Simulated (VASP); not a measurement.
Here is the system:

```yaml
crystal:
  lattice:
    - [6.34396, 0.00000, 0.00000]
    - [0.00000, 6.34396, 0.00000]
    - [0.00000, 0.00000, 6.34396]
  atoms:
    - { symbol: K, position: [0.00000, 0.00000, 0.00000] }
    - { symbol: K, position: [0.50000, 0.50000, 0.00000] }
    - { symbol: K, position: [0.50000, 0.00000, 0.50000] }
    - { symbol: K, position: [0.00000, 0.50000, 0.50000] }
    - { symbol: Cl, position: [0.50000, 0.50000, 0.50000] }
    - { symbol: Cl, position: [0.00000, 0.00000, 0.50000] }
    - { symbol: Cl, position: [0.00000, 0.50000, 0.00000] }
    - { symbol: Br, position: [0.50000, 0.00000, 0.00000] }
```

Level of theory: PBEsol GGA, VASP's PBE PAW potentials (set 64) (plane waves; VASP 6.6.1). Numerical set-up: 400 eV cut-off, 4×4×4 Γ-centred mesh, tetrahedra with Blöchl corrections, potentials K_sv Cl Br.

The cores are frozen, which limits the accuracy of field gradients.

Task: Give the principal components of the electric field gradient (V/Å²) and the asymmetry η at each nucleus.

Result: 
| atom | Vxx | Vyy | Vzz | η |
|---|---|---|---|---|
| K1 | 1.3 | 1.3 | -2.5 | 0.00 |
| K2 | 1.3 | 1.3 | -2.5 | 0.00 |
| K3 | 1.3 | 1.3 | -2.5 | 0.00 |
| K4 | 0.0 | 0.0 | 0.0 | - |
| Cl5 | 0.1 | 0.1 | -0.1 | - |
| Cl6 | 0.1 | 0.1 | -0.1 | - |
| Cl7 | 0.1 | 0.1 | -0.1 | - |
| Br8 | 0.0 | 0.0 | 0.0 | - |

The structure was generated: K4BrCl3 was put into an ordered model structure (Pm-3m), which need not be its known phase. It was relaxed first.
